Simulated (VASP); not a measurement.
VASP ran on this input.

### KPOINTS
```
Automatic mesh
0
Gamma
6 6 6
0 0 0
```

**INCAR**
```
SYSTEM = ZrO2
PREC = Accurate
ENCUT = 520
EDIFF = 1E-6
NELM = 100
ALGO = Normal
LREAL = .FALSE.
LASPH = .TRUE.
ISMEAR = 0
SIGMA = 0.05
GGA = PE
LMAXMIX = 4
LWAVE = .FALSE.
LCHARG = .FALSE.
ISIF = 2
```

File POSCAR:
```
ZrO2
1
    2.5450000000     0.0000000000     2.5450000000
    0.0000000000     2.5450000000     2.5450000000
    2.5450000000     2.5450000000     0.0000000000
Zr O
1 2
Direct
  0.0000000000   0.0000000000   0.0000000000
  0.2500000000   0.2500000000   0.2500000000
  0.7500000000   0.7500000000   0.7500000000
```

POTCAR, in this order: Zr_sv O (PBE.64 set). Program: vasp_std.

Output of the run:

File standard output:
```
 -----------------------------------------------------------------------------
|                                                                             |
|     EEEEEEE  RRRRRR   RRRRRR   OOOOOOO  RRRRRR      ###     ###     ###     |
|     E        R     R  R     R  O     O  R     R     ###     ###     ###     |
|     E        R     R  R     R  O     O  R     R     ###     ###     ###     |
|     EEEEE    RRRRRR   RRRRRR   O     O  RRRRRR       #       #       #      |
|     E        R   R    R   R    O     O  R   R                               |
|     E        R    R   R    R   O     O  R    R      ###     ###     ###     |
|     EEEEEEE  R     R  R     R  OOOOOOO  R     R     ###     ###     ###     |
|                                                                             |
|     ERROR: the triple product of the basis vectors is negative exchange     |
|     two basis vectors                                                       |
|                                                                             |
|       ---->  I REFUSE TO CONTINUE WITH THIS SICK JOB ... BYE!!! <----       |
|                                                                             |
 -----------------------------------------------------------------------------
```

Q: Read input and log: which fault does this run have?
A. ALGO = VeryFast starts from random orbitals with almost no delay (NELMDL = -1)
B. the lattice vectors form a left-handed set
C. ENCUT is too low for a cell relaxation, so Pulay stress biases the volume
D. a line-mode KPOINTS file was used for a self-consistent run

A: B, the lattice vectors form a left-handed set. VASP stops with an error: ERROR: the triple product of the basis vectors is negative exchange two basis vectors ----> I REFUSE TO CONTINUE WITH THIS SICK JOB ... BYE!!! <----

To mend it, correct POSCAR.
### POSCAR
```
ZrO2
1
    0.0000000000     2.5450000000     2.5450000000
    2.5450000000     0.0000000000     2.5450000000
    2.5450000000     2.5450000000     0.0000000000
Zr O
1 2
Direct
  0.0000000000   0.0000000000   0.0000000000
  0.2500000000   0.2500000000   0.2500000000
  0.7500000000   0.7500000000   0.7500000000
```
The mended run (PBE GGA, plane waves, VASP's PBE PAW potentials (set 64)) converges, and its OSZICAR ends with
```
   1 F= -.28560550E+02 E0= -.28560550E+02  d E =-.101112E-14
```

The compound is ZrO2 in the fluorite structure, the high-temperature cubic form, which is unstable at 0 K; the monoclinic form is the stable one. The cell was not relaxed at this level.
